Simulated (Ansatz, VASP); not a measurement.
**Two plane-wave programs on BeZn2TeS2**

```
Be Zn Te S
1.0
     4.76928    0.00000    0.00000
    -2.38464    4.13032    0.00000
     0.00000    0.00000    7.24862
Be Zn Te S
1 2 1 2
Cartesian
  0.0000 0.0000 3.6243
  0.0000 2.7535 3.6243
  2.3846 1.3768 3.6243
  0.0000 0.0000 0.0000
  0.0000 2.7535 0.0000
  2.3846 1.3768 0.0000
```

Alike in both runs: task single point; functional PBE; k mesh 6 × 6 × 4; occupations gaussian, width 0.1 eV; no spin polarisation.

```csv
,VASP,Ansatz
version,VASP 6.6.1,Ansatz 0.2.0
potentials or method,"VASP PAW PBE potentials, release 64 (Be, Zn, Te, S)","scalar-relativistic, plane waves, PAW"
plane-wave cutoff (eV),520,420
valence electrons in the cell,44,54
```

Ansatz gave:

- gap on the k mesh at the Fermi level (eV): none
- pressure (GPa): -4.2
- largest component of the traceless stress (GPa): 1.59

Question: Which values does VASP return?

Answer: gap on the k mesh at the Fermi level (eV): none; pressure (GPa): -4.2; largest component of the traceless stress (GPa): 1.54.

A gap of «none» marks a metal or a gap that the smearing closes. With one functional, cell and mesh, what is left measures potentials, basis and numerics. The two sets of potentials don't hold the same shells in valence.

Spin-orbit coupling is left out, which matters for the levels of Te.
